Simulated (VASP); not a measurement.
AlP (zinc blende), at 0.96 of the tabulated volume:

```
CELL_PARAMETERS angstrom
      0.00000     2.69310     2.69310
      2.69310     0.00000     2.69310
      2.69310     2.69310     0.00000
ATOMIC_POSITIONS crystal
  Al 0.00000 0.00000 0.00000
  P  0.25000 0.25000 0.25000
```

The lowest empty band near X, direction along the valley's axis, from PBE with spin-orbit coupling in VASP (PAW); its two spin partners are averaged. The gap over the points computed is 1.48 eV, and the next band on that side lies 0.96 eV away at the edge.

Run with 400 eV cut-off, 10×10×10 Γ-centred mesh, Gaussian smearing of 0.050 eV, potentials Al P.

```csv
distance from the edge in k (1/Å),distance in energy (meV)
0.025,3.1
0.035,6.2
0.050,12.6
0.070,24.6
```

Question: Fit E(1 + αE) = ħ²k²/2m* (ħ²/2m0 = 3.810 eV Å²) and predict the row at 0.095 1/Å.

Answer: The rows don't resolve α, so a parabola serves: the electron mass is m* = 0.758 m0, and so 45.4 meV. The run gave 45.2 meV, -0.2 meV from the fit.

Left out are points under 3 meV from the edge, since the levels carry 0.1 meV, and points farther than half the way to the next band.

The compound is AlP in the zinc blende structure. The cell was not relaxed at this level.
